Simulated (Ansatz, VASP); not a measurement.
**Two plane-wave programs on Na3SeI**

Contents of INCAR:

```
SYSTEM = Na3SeI
  PREC = Accurate
  ENCUT = 520
  EDIFF = 1E-6
  ISMEAR = 0
  SIGMA = 0.05
  LREAL = .FALSE.
  LASPH = .TRUE.
  NELM = 60
  ALGO = Normal
  ISIF = 2
  LWAVE = .FALSE.
  LCHARG = .TRUE.
  GGA = PS
  LELF = .TRUE.
  LVHAR = .TRUE.
  NBANDS = 25
```

The input KPOINTS:

```
regular mesh
0
G
  4 4 4
  0 0 0
```

POSCAR

```
Na3SeI
1.0
    5.9539007811      0.0000000000      0.0000000000
    0.0000000000      5.9539007811      0.0000000000
    0.0000000000      0.0000000000      5.9539007811
I Se Na
1 1 3
Direct
    0.0000000000      0.0000000000      0.0000000000
    0.5000000000      0.5000000000      0.5000000000
    0.5000000000      0.5000000000      0.0000000000
    0.5000000000      0.0000000000      0.5000000000
    0.0000000000      0.5000000000      0.5000000000
```

Input for Ansatz:

```yaml
crystal:
  lattice:
    - [5.9539007811, 0.0, 0.0]
    - [0.0, 5.9539007811, 0.0]
    - [0.0, 0.0, 5.9539007811]
  atoms:
    - { symbol: I, position: [0.0, 0.0, 0.0] }
    - { symbol: Se, position: [0.5, 0.5, 0.5] }
    - { symbol: Na, position: [0.5, 0.5, 0.0] }
    - { symbol: Na, position: [0.5, 0.0, 0.5] }
    - { symbol: Na, position: [0.0, 0.5, 0.5] }
basis:
  ecutwfc: 420
kpoints:
  mp_grid: { grid: [4, 4, 4] }
hamiltonian:
  xc: pbesol
scf:
  occupations: { method: gaussian, width: 0.05 }
output:
  forces: true
  stress: true
  eigenvalues: true
```

The cell comes from a database or a generator and needn't be the stable form of this composition.

Alike in both runs: task single point; functional PBEsol; k mesh 4 × 4 × 4; occupations gaussian, width 0.05 eV; no spin polarisation.

|  | VASP | Ansatz |
| --- | --- | --- |
| version | VASP 6.6.1 | Ansatz 0.2.0 |
| potentials or method | VASP PAW PBE potentials, release 64 (I, Se, Na_pv) | scalar-relativistic, plane waves, PAW |
| plane-wave cutoff (eV) | 520 | 420 |
| valence electrons in the cell | 34 | 60 |

```csv
,VASP,Ansatz,Ansatz less VASP
gap on the k mesh at the Fermi level (eV),1.91,1.91,+0.004
least direct gap on the mesh (eV),1.91,1.91,+0.004
pressure (GPa),-2.6,-2.7,-0.01
```

The two sets of potentials don't hold the same shells in valence.

Caveats: the PAW data sets were made with another functional, which shifts forces and pressure a little (VASP); spin-orbit coupling is left out, which moves the levels of the heavy elements. PBEsol gaps usually lie below the measured ones, often by a third to a half.
